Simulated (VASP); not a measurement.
Input of a VASP 6.6.1 run:

Contents of INCAR:

```
PREC = Accurate ; ENCUT = 600
EDIFF = 1E-7 ; ISMEAR = 0
SIGMA = 0.02 ; LREAL = False
LASPH = True ; NELM = 100
ALGO = Normal ; ISIF = 3
LWAVE = False ; LCHARG = False
GGA = PS ; IBRION = 2
NSW = 80 ; EDIFFG = -0.004
```

KPOINTS

```
regular mesh
0
Gamma
  8 8 8
```

POSCAR

```
MoPbO4
1.0
   -2.7156000000      2.7156000000      6.0532500000
    2.7156000000     -2.7156000000      6.0532500000
    2.7156000000      2.7156000000     -6.0532500000
Mo Pb O
2 2 8
Direct
    0.2500000000      0.7500000000      0.5000000000
    0.5000000000      0.5000000000      0.0000000000
    0.7500000000      0.2500000000      0.5000000000
    0.0000000000      0.0000000000      0.0000000000
    0.0323000000      0.9041000000      0.5986000000
    0.6541000000      0.5555000000      0.3718000000
    0.3055000000      0.4337000000      0.4014000000
    0.1837000000      0.2823000000      0.6282000000
    0.7177000000      0.3459000000      0.9014000000
    0.0959000000      0.6945000000      0.1282000000
    0.4445000000      0.8163000000      0.0986000000
    0.5663000000      0.9677000000      0.8718000000
```

Potentials or basis: VASP PAW PBE potentials, release 64 (Mo_sv, Pb_d, O).

Run with:

```sh
$ cat potpaw_PBE.64/Mo_sv/POTCAR potpaw_PBE.64/Pb_d/POTCAR potpaw_PBE.64/O/POTCAR > POTCAR
$ mpirun -np 1 vasp_std > vasp.out
```

(1) Predict the relaxed volume.

(2) What does it give for the space group after relaxing (to 0.05 Å)?

## Answers

(1) 14.67 Å³/atom.

(2) I4_1/a (No. 88).

Caveat: the PAW data sets were made with another functional, which shifts forces and pressure a little.
